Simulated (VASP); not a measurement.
Crystal: NbRu3C.

```xyz
5
Lattice="4.0651 0.0000 0.0000 0.0000 4.0651 0.0000 0.0000 0.0000 4.0651" Properties=species:S:1:pos:R:3 pbc="T T T"
Ru    2.0326    2.0326    0.0000
Ru    2.0326    0.0000    2.0326
Ru    0.0000    2.0326    2.0326
Nb    0.0000    0.0000    0.0000
C     2.0326    2.0326    2.0326
```

The cell comes from a database or a generator and needn't be the stable form of this composition.

| Quantity | Value |
| --- | --- |
| Program | VASP 6.6.1 |
| Task | single point |
| Functional | PBEsol |
| Potentials or basis | VASP PAW PBE potentials, release 64 (Ru_pv, Nb_sv, C) |
| Cutoff | 520 eV |
| k mesh | 7 × 7 × 7 |
| Occupations | fermi-dirac, width 0.05 eV |
| Spin | no spin polarisation |

On this cell: pressure -11.9 GPa; largest force zero by symmetry; band gap on the k mesh none (metal or under the smearing width).

The same run follows on a disturbed copy (atoms moved at random, drawn with an rms of 0.05 Å):

```
CELL_PARAMETERS angstrom
4.06514 0.00000 0.00000
0.00000 4.06514 0.00000
0.00000 0.00000 4.06514
ATOMIC_POSITIONS crystal
Ru 0.50482 0.50205 0.00898
Ru 0.48875 0.99205 0.50034
Ru 0.00354 0.49763 0.51452
Nb 0.00257 0.01736 0.00268
C 0.50085 0.49707 0.50493
```

Q: What does the disturbed cell give?

A: The energy (extrapolated to zero smearing) moves by +4.9 meV/atom; pressure -11.4 GPa; largest force 0.558 eV/Å; band gap on the k mesh none (metal or under the smearing width).

Forces on the atoms (eV/Å):
```
Ru  -0.014 -0.043 -0.256
Ru   0.090  0.549  0.051
Ru  -0.217 -0.016 -0.031
Nb  -0.006 -0.304  0.072
C    0.147 -0.185  0.163
```

Stress tensor (GPa, compression positive):
```
-11.39   0.24  -0.03
  0.24 -11.52   0.12
 -0.03   0.12 -11.43
```

Caveats: the PAW data sets were made with another functional, which shifts forces and pressure a little.
